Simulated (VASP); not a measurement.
```xyz
8
Lattice="0.0003 6.2544 6.2497 6.2544 0.0003 6.2497 3.1273 3.1273 0.0000" Properties=species:S:1:pos:R:3 pbc="T T T"
In     6.2546     6.2546    12.4907
Sb     1.5637     1.5637     1.6663
Sb     4.6400     1.6146     4.6365
Sb     1.6146     4.6400     4.6365
Sb     4.6910     4.6910     7.8112
Al     6.2606     9.3760     9.3760
Al     9.3760     6.2606     9.3760
Al     6.2546     6.2546     6.2542
```

Method: PBEsol GGA, VASP's PBE PAW potentials (set 64) (plane waves; VASP 6.6.1). Settings: 400 eV cut-off, Gaussian smearing of 0.050 eV, potentials In_d Sb Al.

Unless said otherwise, spin-orbit coupling is left out, though it shifts the bands of the heavy elements here.

Task: Give the energies of bands 12 to 25 at the high-symmetry points, in eV from the valence-band maximum.

Result: 
| band | Γ | Y | C0 | Z | A0 | T | S | R |
|---|---|---|---|---|---|---|---|---|
| 12 | -5.44 | -3.54 | -3.78 | -4.73 | -5.40 | -5.52 | -3.57 | -5.16 |
| 13 | -2.30 | -3.27 | -3.57 | -4.62 | -5.36 | -5.44 | -3.37 | -5.09 |
| 14 | -2.29 | -2.90 | -3.29 | -3.13 | -2.40 | -2.32 | -2.77 | -2.84 |
| 15 | -1.15 | -2.82 | -2.14 | -3.01 | -2.35 | -2.29 | -2.73 | -2.82 |
| 16 | -1.04 | -1.61 | -1.67 | -2.92 | -2.35 | -2.27 | -1.86 | -2.71 |
| 17 | -1.02 | -1.60 | -1.62 | -2.91 | -2.25 | -2.24 | -1.72 | -2.70 |
| 18 | -0.92 | -1.46 | -1.55 | -2.81 | -1.86 | -1.15 | -0.79 | -1.85 |
| 19 | -0.10 | -1.33 | -1.48 | -2.70 | -1.68 | -1.01 | -0.78 | -1.84 |
| 20 | -0.08 | -1.20 | -1.29 | -1.19 | -1.17 | -0.95 | -0.48 | -1.71 |
| 21 | 0.00 | -0.83 | -0.55 | -0.95 | -1.12 | -0.85 | -0.42 | -1.55 |
| 22 | 0.81 | 1.45 | 1.77 | 2.13 | 1.26 | 0.81 | 1.26 | 1.59 |
| 23 | 0.89 | 1.55 | 1.83 | 2.39 | 1.27 | 0.89 | 1.46 | 1.61 |
| 24 | 1.06 | 2.12 | 2.02 | 3.77 | 1.53 | 1.10 | 1.60 | 1.72 |
| 25 | 1.19 | 2.39 | 2.50 | 3.80 | 1.65 | 1.11 | 1.90 | 2.06 |

The gap is direct, 0.81 eV, from the valence maximum at Γ to the conduction minimum at Γ.

The structure was generated: Al3InSb4 was put into an ordered model structure (Amm2), which need not be its known phase. It was relaxed first.
